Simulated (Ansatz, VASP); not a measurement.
## GaN: VASP beside Ansatz

One calculation is typed for both programs; each brings its own data sets. How far apart do they land? The structure shown is the end of the Ansatz relaxation below.

Program: Ansatz 0.2.0. Level of theory: plane waves, with VASP 6.6.1 beside it; single point at r2SCAN. Results are calculated unless marked as measured.

## (1) The structure

Symmetry: P6_3mc, No. 186, hexagonal system. Conventional cell: a = 3.204 Å, b = 3.204 Å, c = 5.218 Å, α = 90.00°, β = 90.00°, γ = 120.00°. Nearest to Ga lie 4 N at 1.96 to 1.97 Å. Nearest to N lie 4 Ga at 1.96 to 1.97 Å. Farther neighbours and most contacts between anions are not listed.

Structure file:

```cif
data_structure
_symmetry_space_group_name_H-M 'P6_3mc'
_symmetry_Int_Tables_number 186
_cell_length_a 3.2042
_cell_length_b 3.2042
_cell_length_c 5.2181
_cell_angle_alpha 90.000
_cell_angle_beta 90.000
_cell_angle_gamma 120.000
_cell_volume 46.40
loop_
_atom_site_label
_atom_site_type_symbol
_atom_site_symmetry_multiplicity
_atom_site_Wyckoff_symbol
_atom_site_fract_x
_atom_site_fract_y
_atom_site_fract_z
_atom_site_occupancy
Ga1 Ga 2 b 0.33333 0.66667 0.99909 1
N1 N 2 b 0.33333 0.66667 0.37591 1
```

## (2) Ansatz: relaxation, r2SCAN

Ansatz runs on its PAW soft_1 files.

This run makes the geometry at which the two programs are then compared.

The input, input.yaml:

```yaml
crystal:
  lattice:
    - [3.2042641194, 0.0, 0.0]
    - [-1.6021320597, 2.7749741279, 0.0]
    - [0.0, 0.0, 5.2178817232]
  atoms:
    - { symbol: Ga, position: [0.3333333333, 0.6666666667, -0.000889747] }
    - { symbol: Ga, position: [0.6666666667, 0.3333333333, 0.499110253] }
    - { symbol: "N", position: [0.3333333333, 0.6666666667, 0.375889747] }
    - { symbol: "N", position: [0.6666666667, 0.3333333333, 0.875889747] }
kpoints:
  mp_grid: { grid: [9, 9, 4] }
hamiltonian:
  xc: r2scan
  pseudopotentials: { kind: paw, azcp: { folder: soft_1 } }
scf:
  occupations: { method: gaussian, width: 0.02 }
output:
  forces: true
  stress: true
  eigenvalues: true
basis:
  ecutwfc: 600.0
relax:
  adjacent_minimum: "off"
  f_tol: 0.001
  max_steps: 60
  cell: { stress_tol: 0.02, fix: [volume] }
```

On the command line:

```
$ ansatz run input.yaml --threads 4 --pin off --max-ram 9216MiB --backend cpu --events-out ev --progress --plain --runs-dir out
```

Numbers of over 12 decimals in the logs are rounded to 6 here.

The program printed:

```text
Engine: ansatz 0.2.0, x86_64-unknown-linux-gnu
Pseudopotentials: kind: paw
Pseudopotential: Ga, paw, valence charge 13, recommended cutoff 500 eV (meta_gga), soft_1/Ga.paw.azcp
Pseudopotential: N, paw, valence charge 5, recommended cutoff 500 eV (meta_gga), soft_1/N.paw.azcp
Functional definition: r2SCAN
  parameter k0 = 0.174
  parameter k1 = 0.065
  parameter a1 = 4.9479
  exchange = r2scan_x(k0 = k0, k1 = k1, a1 = a1)
  correlation = r2scan_c
Crystal: 4 atoms, lattice volume = 46.396 Å³
Basis set: ecut = 600 eV, 1545 PW (Γ), exchange–correlation on 108×108×180 points (64 copies of the dense FFT grid, shifted against one another)
Bands: 22, of which v1, the nominal top of the filled ones, is band 18 counted from 1 (17 counted from 0)
Symmetry: 12 space group operations
Space group: P63mc (ITA 186), of the structure as read, at distance tolerance 3.6e-5 Å
k-points: 36 of 324 (time reversal used)
Non-local potential: Ga, projectors of the file, l = 0: 2, l = 1: 2, l = 2: 3, l = 3: 1
Non-local potential: N, projectors of the file, l = 0: 2, l = 1: 2, l = 2: 1
PAW form: soft (Blöchl's): semilocal exchange-correlation on the pseudo side does not see the compensation charge
PAW frozen core: Ga, regenerated for the run's functional (the file was generated under x = pbe(κ = 0.804, μ = 0.219515), c = pbe(β = 0.066725))
PAW frozen core: N, regenerated for the run's functional (the file was generated under x = pbe(κ = 0.804, μ = 0.219515), c = pbe(β = 0.066725))
PAW one-centre angular grid: Ga, 590 points (default); XC on 160 Gauss nodes
PAW one-centre angular grid: N, 302 points (default); XC on 160 Gauss nodes
Initial density: superposition of atomic densities (chi_scale 0.1, normalization cell, long waves kept (reshape's long-wave potential 0.00 eV rms))
Initial wavefunctions: pseudopotential atomic-orbital guess
Functional: x = r2scan, c = r2scan; τ floored in thin density (d = 2e-4 eV/Å³)
SCF iter   1: F=—  HF=-8353.705237 eV  |F-HF|=—  |Δ(HF+E_count)|=         —  Δρ=1.14e-1  dr2=4.82e0  dr2_τ=5.45e-1  ethr=3.10e-3  ⟨swp⟩=4.6  Hψ=3153  notcnv=0
preconditioner: auto → Resta (q_TF=auto, 2.615 Å⁻¹)  ε∞=4.4  [insulator: Δε(μ)=2.758 eV  Ē_g=17.745 eV  σ=0.020 eV  W_gap=1.00  n_scr=22 (ndim 8)  ℏωp=32.7 eV  f_vac=0.000  D(μ)=0.00/eV (n_scr^D=0)  ε∞_Penn≈4.4]
SCF iter   2: F=—  HF=-8352.705997 eV  |F-HF|=—  |Δ(HF+E_count)|=   9.99e-1  Δρ=5.14e-2  dr2=6.74e-1  dr2_τ=7.19e-2  ethr=3.10e-3  ⟨swp⟩=2.1  Hψ=1879  notcnv=0
SCF iter   3: F=—  HF=-8352.778578 eV  |F-HF|=—  |Δ(HF+E_count)|=   7.26e-2  Δρ=1.78e-2  dr2=1.14e-1  dr2_τ=8.18e-3  ethr=1.87e-3  ⟨swp⟩=2.0  Hψ=936  notcnv=0
SCF iter   4: F=—  HF=-8352.772796 eV  |F-HF|=—  |Δ(HF+E_count)|=   5.78e-3  Δρ=3.68e-3  dr2=4.12e-3  dr2_τ=2.61e-4  ethr=3.17e-4  ⟨swp⟩=2.7  Hψ=1458  notcnv=0
SCF iter   5: F=—  HF=-8352.776306 eV  |F-HF|=—  |Δ(HF+E_count)|=   3.51e-3  Δρ=2.20e-3  dr2=1.52e-3  dr2_τ=5.40e-5  ethr=1.14e-5  ⟨swp⟩=2.0  Hψ=1571  notcnv=0
SCF iter   6: F=—  HF=-8352.774853 eV  |F-HF|=—  |Δ(HF+E_count)|=   1.45e-3  Δρ=4.65e-4  dr2=1.15e-4  dr2_τ=4.86e-6  ethr=4.21e-6  ⟨swp⟩=2.0  Hψ=1579  notcnv=0
SCF iter   7: F=—  HF=-8352.774877 eV  |F-HF|=—  |Δ(HF+E_count)|=   2.41e-5  Δρ=1.52e-4  dr2=1.16e-5  dr2_τ=5.19e-7  ethr=3.18e-7  ⟨swp⟩=2.0  Hψ=1425  notcnv=0
SCF iter   8: F=—  HF=-8352.774880 eV  |F-HF|=—  |Δ(HF+E_count)|=   3.06e-6  Δρ=2.09e-5  dr2=2.17e-7  dr2_τ=1.10e-8  ethr=3.23e-8  ⟨swp⟩=2.1  Hψ=1425  notcnv=0
SCF iter   9: F=-8352.774880 eV  HF=-8352.774880 eV  |F-HF|=3.69e-9  |Δ(HF+E_count)|=   9.66e-8  Δρ=4.84e-6  dr2=8.84e-9  dr2_τ=1.58e-10  ethr=2.78e-10  ⟨swp⟩=5.0  Hψ=3712  notcnv=0
SCF 1 converged in 9 iterations: F = -8352.774880 eV  dr2 = 8.84e-9
  greatest PAW one-centre occupation: 0.994 electrons in one spin orbital (limit 2), on the Ga atom at site 0 (counted from 0), in its partial waves of l = 2
relax step   1: F+E_penalty+E_count = -8352.77487982 eV  Δ(F+E_penalty+E_count) = +0.000e0 eV  max|allowed force component| = 3.161e-3 eV/Å  Δτ_max = 0.0000 Å  P = -3.724 GPa  Ω = 46.396 Å³  fix = [volume]  reactions: volume -3.724 GPa  (9 SCF iters, dr2 threshold 1.00e-7 eV, accepted)
[...]
relax step   2: F+E_penalty+E_count = -8352.77488027 eV  Δ(F+E_penalty+E_count) = -4.473e-7 eV  max|allowed force component| = 2.173e-3 eV/Å  Δτ_max = 0.0000 Å  P = -3.724 GPa  Ω = 46.396 Å³  energy of the carried Pulay correction = -5.564e-18 eV  fix = [volume]  reactions: volume -3.724 GPa  (4 SCF iters, dr2 threshold 6.24e-10 eV, accepted)
[...]
relax step   3: F+E_penalty+E_count = -8352.77488060 eV  Δ(F+E_penalty+E_count) = -3.342e-7 eV  max|allowed force component| = 2.383e-4 eV/Å  Δτ_max = 0.0001 Å  P = -3.723 GPa  Ω = 46.396 Å³  energy of the carried Pulay correction = -5.564e-18 eV  fix = [volume]  reactions: volume -3.723 GPa  (4 SCF iters, dr2 threshold 2.95e-10 eV, accepted)
[...]
relax step   4: F+E_penalty+E_count = -8352.77488060 eV  Δ(F+E_penalty+E_count) = -2.365e-11 eV  max|allowed force component| = 2.297e-4 eV/Å  Δτ_max = 0.0000 Å  P = -3.723 GPa  Ω = 46.396 Å³  fix = [volume]  reactions: volume -3.723 GPa  stress off target by 1.22e-2 GPa on what of the cell is left free  SCF on the basis re-selected at this cell (its energy is not comparable with the rows above)  (4 SCF iters)
basis re-selected at this cell: Δ(F+E_penalty+E_count) = -2.365e-11 eV, ΔP = -0.000 GPa vs the last step (what re-selecting the basis moved, of the pressure what is left beyond the Pulay correction that the steps carried, after the strain that the cell walked since its last selection, with what the two solves' SCF thresholds leave and, on support functions, any second-order correction that the steps lacked; it is no  [...]
SCF converged after 4 iterations
Free energy (F): -8352.774881 eV
Harris-Foulkes:  -8352.774881 eV  (|F-HF|=0.00e0)
Internal energy: -8352.774881 eV  (E = F + TS)
E sigma→0 (E₀):  -8352.774881 eV
Fermi energy:    10.280159 eV
--- Per-component energies (eV) ---
  E_band       = -39.499459
  E_kinetic    = 479.413676
  E_local      = -2862.912801  (includes V_loc(G=0)·N_el)
  E_nonlocal   = -105.761197
  E_hartree    = 1809.527544
  E_xc         = -231.117937
  E_vxc        = -279.222692  (∫ρ·V_xc dr)
  E_paw        = -4283.344575  (= ΣΔE_a)
  E_vpaw       = -905.305304  (= ΣTr[D̂ρ^β])
  E_aug_tail   = 0.000011  (compensation charges beyond the density's cutoff)
  E_vtau       = 15.233771  (kinetic-family band-sum trace: ∫τ·v_τ [+ j·A + Jᵃ·Aᵃ] dr)
  E_ewald      = -3157.214343
  E_core_change = -1.365260  (= ΣΔE_core)
  E_smearing   = -0.000000  (= −TS)
  E_closure    = 0.000000  (closes the sum)
  Σ components = -8352.774881   (vs F -8352.774881, Δ=0.00e0)
--- Forces (eV/Å), atoms counted from 1 ---
  atom   1  Ga     0.00000000    -0.00000000     0.00023415
  atom   2  Ga    -0.00000000     0.00000000     0.00023415
  atom   3  N      0.00000000     0.00000000    -0.00022521
  atom   4  N      0.00000000    -0.00000000    -0.00022521
  max |Σ_I F_I| component: 1.79e-5 eV/Å
--- Stress (GPa, compression-positive) ---
       -3.717380       0.000000      -0.000000
        0.000000      -3.717380       0.000000
       -0.000000       0.000000      -3.735678
  P = ⅓ Tr σ = -3.7235 GPa (-37.235 kbar)
--- Band table (eV; the first three rows and the last of 36) ---
  k-point 0: bands = [... 14 lower, 8.1307, 9.1398, 9.1731, 9.1731, 11.3871, 13.8729, 19.0252, 19.6590]
  k-point 1: bands = [... 14 lower, 8.2769, 8.2769, 9.0141, 9.0141, 12.6084, 13.9744, 18.6084, 19.3317]
  k-point 2: bands = [... 14 lower, 8.6390, 8.6390, 8.6390, 8.6390, 13.8206, 13.8206, 18.2566, 18.2566]
  k-point 35: bands = [... 14 lower, 4.9787, 4.9787, 7.6868, 7.6868, 16.0771, 16.0771, 16.9992, 16.9992]
--- Relaxed structure (3 steps of the walk, 3 accepted, 1 SCFs on fresh bases) ---
  F+E_penalty+E_count = -8352.77488060 eV   max|allowed force component| = 2.297e-4 eV/Å   (the final SCF, on the basis selected at the relaxed cell)
  cell:  # Å, volume = 46.3961 Å³
    - [3.204190, 0.0, 0]
    - [-1.602095, 2.774910, 0]
    - [0, 0.0, 5.218123]
  atoms:
    - { symbol: Ga, position: [0.333333, 0.666667, -0.000913209] }
    - { symbol: Ga, position: [0.666667, 0.333333, 0.499087] }
    - { symbol: N, position: [0.333333, 0.666667, 0.375913] }
    - { symbol: N, position: [0.666667, 0.333333, 0.875913] }
```

## (3) VASP: single point, r2SCAN, pair 1

The same cell, functional, mesh and smearing now go to VASP, with its own data sets.

Lines of VASP's logs that name or quote its potential files are left out, and so is its time.

The input, INCAR:

```
SYSTEM = GaN
PREC = Accurate
ENCUT = 660
EDIFF = 1E-06
NELM = 120
ISMEAR = 0
SIGMA = 0.02
LREAL = .FALSE.
ALGO = Normal
METAGGA = R2SCAN
LASPH = .TRUE.
NBANDS = 24
LORBIT = 11
LWAVE = .FALSE.
LCHARG = .FALSE.
ISIF = 2
GGA_COMPAT = .FALSE.
EFERMI = MIDGAP
LMIXTAU = .TRUE.
KPAR = 2
```

The input, POSCAR:

```
GaN
1.0
    3.2041901383      0.0000000000      0.0000000000
   -1.6020950692      2.7749100584      0.0000000000
    0.0000000000      0.0000000000      5.2181226758
Ga N
2 2
Direct
    0.3333333334      0.6666666668      0.9990867914
    0.6666666668      0.3333333334      0.4990867914
    0.3333333334      0.6666666668      0.3759132086
    0.6666666668      0.3333333334      0.8759132086
```

The input, KPOINTS:

```
Automatic mesh
0
Gamma
9 9 4
0 0 0
```

The projector-augmented-wave data sets are Ga_d and N (PBE family, release 64).

On the command line:

```
$ mpirun -np 2 vasp_std
```

The program printed:

```text
[banner, memory and clock lines left out]
running    2 mpi-ranks, on    1 nodes
 distrk:  each k-point on    1 cores,    2 groups
 distr:  one band on    1 cores,    1 groups

 POSCAR found type information on POSCAR GaN
 POSCAR found :  2 types and       4 ions
|                                                                             |
|               ----> ADVICE to this user running VASP <----                  |
|                                                                             |
|     You enforced a specific xc type in the INCAR file but a different       |
|     [... a line on the potential file left out ...]
|     I HOPE YOU KNOW WHAT YOU ARE DOING!                                     |
|                                                                             |

 LDA part: xc-table for (None), standard interpolation
 POSCAR, INCAR and KPOINTS ok, starting setup
 FFT: planning ... GRIDC
 FFT: planning ... GRID_SOFT
 FFT: planning ... GRID
 WAVECAR not read
 entering main loop
       N       E                     dE             d eps       ncg     rms          rms(c)
DAV:   1     0.284485917973E+03    0.28449E+03   -0.21478E+04  1856   0.330E+03
DAV:   2    -0.146307976472E+02   -0.29912E+03   -0.28507E+03  1928   0.601E+02
DAV:   3    -0.523234464638E+02   -0.37693E+02   -0.37223E+02  2080   0.165E+02
DAV:   4    -0.535982657957E+02   -0.12748E+01   -0.12723E+01  2232   0.345E+01
DAV:   5    -0.536210013281E+02   -0.22736E-01   -0.22732E-01  2088   0.409E+00    0.101E+01
DAV:   6    -0.449726140444E+02    0.86484E+01   -0.10111E+01  2952   0.541E+01    0.325E+00
DAV:   7    -0.432357657759E+02    0.17368E+01   -0.16563E+00  1808   0.110E+01    0.231E+00
DAV:   8    -0.461058656680E+02   -0.28701E+01   -0.17619E+00  2392   0.150E+01    0.216E+00
DAV:   9    -0.446238189638E+02    0.14820E+01   -0.67197E-01  1920   0.901E+00    0.563E-01
DAV:  10    -0.438032773756E+02    0.82054E+00   -0.25002E-01  2224   0.524E+00    0.189E-01
DAV:  11    -0.438148644107E+02   -0.11587E-01   -0.21991E-02  1944   0.143E+00    0.292E-01
DAV:  12    -0.438109804502E+02    0.38840E-02   -0.91828E-04  2792   0.408E-01    0.258E-01
DAV:  13    -0.438114926814E+02   -0.51223E-03   -0.40487E-03  2800   0.914E-01    0.182E-01
DAV:  14    -0.438154577160E+02   -0.39650E-02   -0.13804E-02  2544   0.183E+00    0.765E-01
DAV:  15    -0.438168489073E+02   -0.13912E-02   -0.48191E-03  2376   0.131E+00    0.380E-01
DAV:  16    -0.438176192358E+02   -0.77033E-03   -0.21606E-03  2760   0.571E-01    0.148E-01
DAV:  17    -0.438178261855E+02   -0.20695E-03   -0.55558E-04  2688   0.272E-01    0.184E-02
DAV:  18    -0.438178377616E+02   -0.11576E-04   -0.77547E-05  2472   0.943E-02    0.773E-03
DAV:  19    -0.438178488519E+02   -0.11090E-04   -0.11398E-05  2264   0.375E-02    0.111E-02
DAV:  20    -0.438178516965E+02   -0.28446E-05   -0.74364E-06  1888   0.426E-02    0.102E-02
DAV:  21    -0.438178530459E+02   -0.13494E-05   -0.91328E-07  1248   0.112E-02    0.785E-03
DAV:  22    -0.438178527900E+02    0.25589E-06   -0.62815E-07   968   0.744E-03
   1 F= -.43817853E+02 E0= -.43817853E+02  d E =0.000000E+00
```

From OUTCAR (step 3):

```text
ion  position               nearest neighbor table
   1  0.333  0.667  0.999-   4 1.96   4 1.96   4 1.96   3 1.97
   2  0.667  0.333  0.499-   3 1.96   3 1.96   3 1.96   4 1.97
   3  0.333  0.667  0.376-   2 1.96   2 1.96   2 1.96   1 1.97
   4  0.667  0.333  0.876-   1 1.96   1 1.96   1 1.96   2 1.97

  LATTYP: Found a hexagonal cell.
 ALAT       =     3.2041901383
 C/A-ratio  =     1.6285309081

 Subroutine GETGRP returns: Found 12 space group operations
 (whereof  6 operations were pure point group operations)

The static configuration has the point symmetry C_3v.
 The point group associated with its full space group is C_6v.

 Found     36 irreducible k-points:

   k-points           NKPTS =     36   k-points in BZ     NKDIM =     36   number of bands    NBANDS=     24

   dimension x,y,z NGX =    28 NGY =   28 NGZ =   48
   dimension x,y,z NGXF=    56 NGYF=   56 NGZF=   96

   ENCUT  =  660.0 eV  48.51 Ry    6.96 a.u.   6.71  6.71 10.93*2*pi/ulx,y,z

   NELECT =      36.0000    total number of electrons

 k-points in reciprocal lattice and weights: Automatic mesh
   0.00000000  0.00000000  0.00000000       0.003
   0.11111111 -0.00000000  0.00000000       0.019
   0.22222222 -0.00000000  0.00000000       0.019
   0.33333333  0.00000000  0.00000000       0.019
   0.44444444 -0.00000000  0.00000000       0.019
   0.11111111  0.11111111  0.00000000       0.019
   0.22222222  0.11111111  0.00000000       0.037
   0.33333333  0.11111111  0.00000000       0.037
   0.44444444  0.11111111  0.00000000       0.019
[...]
0.33333333  0.22222222  0.50000000       0.037
   0.33333333  0.33333333  0.50000000       0.006

 average (electrostatic) potential at core
       1 -68.4565       2 -68.4565       3 -65.1022       4 -65.1022

 E-fermi :   5.9906

 k-point     1 :       0.0000    0.0000    0.0000
  band No.  band energies     occupation
    ...
     14       3.8456      2.00000
     15       3.8456      2.00000
     16       4.8536      2.00000
     17       4.8876      2.00000
     18       4.8876      2.00000
     19       7.0935      0.00000
     20       9.5657      0.00000
     21      14.7254      0.00000
     22      15.3573      0.00000
     23      15.3573      0.00000
    ...

 k-point     2 :       0.1111   -0.0000    0.0000
  band No.  band energies     occupation
    ...
     14       2.9866      2.00000
     15       3.5944      2.00000
     16       3.9108      2.00000
     17       4.7308      2.00000
     18       4.7767      2.00000
     19       7.9899      0.00000
     20      10.2910      0.00000
     21      14.2515      0.00000
     22      14.6907      0.00000
     23      15.6757      0.00000
    ...

 k-point     3 :       0.2222   -0.0000    0.0000
  band No.  band energies     occupation
    ...
     14       1.2971      2.00000
     15       2.3629      2.00000
     16       3.0375      2.00000
     17       4.3320      2.00000
     18       4.4761      2.00000
     19       9.2691      0.00000
     20      11.2445      0.00000
     21      13.0158      0.00000
     22      14.0931      0.00000
     23      15.6833      0.00000
    ...

  Total       -0.7763507     -0.7763507     -0.7681405      0.0000000      0.0000000      0.0000000
  in kB      -26.8093982    -26.8093982    -26.5258782      0.0000000      0.0000000      0.0000000
  external PRESSURE =     -26.7148915 kB  Pullay stress =       0.0000000 kB

  energy-cutoff  :      660.00
  volume of cell :       46.40
      direct lattice vectors                 reciprocal lattice vectors
     3.204190138  0.000000000  0.000000000     0.312091342  0.180186020  0.000000000
    -1.602095069  2.774910058  0.000000000     0.000000000  0.360372041  0.000000000
     0.000000000  0.000000000  5.218122676     0.000000000  0.000000000  0.191639803

 POSITION                                       TOTAL-FORCE (eV/Angst)
 -----------------------------------------------------------------------------------
     -0.00000      1.84994      5.21336        -0.000000      0.000000      0.002560
      1.60210      0.92497      2.60430         0.000000     -0.000000      0.002560
     -0.00000      1.84994      1.96156         0.000000     -0.000000     -0.002560
      1.60210      0.92497      4.57062        -0.000000      0.000000     -0.002560
 -----------------------------------------------------------------------------------
    total drift:                                0.000001      0.000001     -0.006194

  FREE ENERGIE OF THE ION-ELECTRON SYSTEM (eV)
  ---------------------------------------------------
  free  energy   TOTEN  =       -43.8178527900 eV

  energy  without entropy=      -43.8178527900  energy(sigma->0) =      -43.81785279

 total charge
# of ion       s       p       d       tot
------------------------------------------
    1        0.751   0.858  10.182  11.792
    2        0.751   0.858  10.182  11.792
    3        1.229   2.528   0.000   3.757
    4        1.229   2.528   0.000   3.757
--------------------------------------------------
tot          3.960   6.773  20.364  31.096

[... 3 further parts left out ...]
```

The run ends at a pressure of -2.67 GPa, with forces up to 0.0026 eV/Å.

## (4) Comparison

Known differences besides the potentials themselves: VASP keeps PBE cores, Ansatz makes them for the functional; the cutoff is 600 eV in Ansatz and 660 eV in VASP; Ansatz's pressure holds a Pulay correction, VASP's none. Total energies have different zeros and are not compared.

Both answers:

```tsv
quantity	Ansatz	VASP	difference
pressure (GPa)	-3.72	-2.67	-1.05
gap on the k mesh (eV)	2.214	2.206	+0.008
```

At this near-relaxed geometry the largest component of a force difference is 2 meV/Å. A gap on the mesh is an upper bound, since the band edges may lie between its points.

## (5) Ansatz: relaxation, r2SCAN

This run makes the geometry at which the two programs are then compared. The cell compared in this pair holds 42.76 Å³, against 46.40 Å³ for the pair before.

The structure compared here is the end of the Ansatz relaxation.

input.yaml: that of step 2 with these lines changed.

```diff
@@ -2,5 +2,5 @@
   lattice:
-    - [3.2042641194, 0.0, 0.0]
-    - [-1.6021320597, 2.7749741279, 0.0]
-    - [0.0, 0.0, 5.2178817232]
+    - [3.118201676, 0.0, 0.0]
+    - [-1.559100838, 2.7004418656, 0.0]
+    - [0.0, 0.0, 5.0777360817]
   atoms:
```

On the command line:

```
$ ansatz run input.yaml --threads 4 --pin off --max-ram 9216MiB --backend cpu --events-out ev --progress --plain --runs-dir out
```

The program printed:

```text
[...]
Crystal: 4 atoms, lattice volume = 42.757 Å³
Basis set: ecut = 600 eV, 1389 PW (Γ), exchange–correlation on 100×100×180 points (64 copies of the dense FFT grid, shifted against one another)
Bands: 22, of which v1, the nominal top of the filled ones, is band 18 counted from 1 (17 counted from 0)
Symmetry: 12 space group operations
[...]
--- Relaxed structure (4 steps of the walk, 4 accepted, 1 SCFs on fresh bases) ---
[...]
cell:  # Å, volume = 42.7572 Å³
    - [3.118008, 0.0, 0]
    - [-1.559004, 2.700275, 0]
    - [0, 0.0, 5.078365]
  atoms:
    - { symbol: Ga, position: [0.333333, 0.666667, -0.000785988] }
    - { symbol: Ga, position: [0.666667, 0.333333, 0.499214] }
    - { symbol: N, position: [0.333333, 0.666667, 0.375786] }
    - { symbol: N, position: [0.666667, 0.333333, 0.875786] }
[key lines of the parts left out:]
SCF converged after 4 iterations
Free energy (F): -8352.673734 eV
Fermi energy:    11.837146 eV
P = ⅓ Tr σ = 13.8710 GPa (138.710 kbar)
```

(Continued in part 2 of 2.)

[Lines on the potential files, build, host, timing and source positions are cut from VASP's logs without a mark.]

[Logs are printed without paths, hosts, clocks, repeated set-up lines and the standing remarks that a program may print on its own settings, such as how far it seeks lower states.]

[Hosts, paths, dates, database ids (printed as entryN), source tags and the programs' standing remarks are cut or masked in the printed files.]
